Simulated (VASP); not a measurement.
Data:

```xyz
4
Lattice="1.2265 -2.1244 0.0000 1.2265 2.1244 0.0000 0.0000 0.0000 6.8999" Properties=species:S:1:pos:R:3 pbc="T T T"
C      0.0000     0.0000     1.7250
C      0.0000     0.0000     5.1749
C      1.2265     0.7081     1.7250
C      1.2265    -0.7081     5.1749
```

All values below come from SCAN meta-GGA, VASP's PBE PAW potentials (set 64) (plane waves; VASP). Settings: 520 eV cut-off, 9×9×3 Γ-centred mesh, Gaussian smearing of 0.050 eV, potentials C.

### Question
Estimate the energy per atom (σ→0), band gap (on the k-mesh) with the smallest direct gap where there is one.

### Answer

```yaml
band gap (on the k-mesh): none (metal, semimetal or under 0.01 eV)
energy per atom (σ→0): -10.089 eV/atom
```

The absolute energy has meaning only against runs of the same code, potentials and settings.

The compound is C in the graphite structure. It was relaxed first. The k-mesh is coarse (spacing up to 0.33 per Å, 2π included), so the numbers may not be converged in it. The start is the result of an earlier pass.
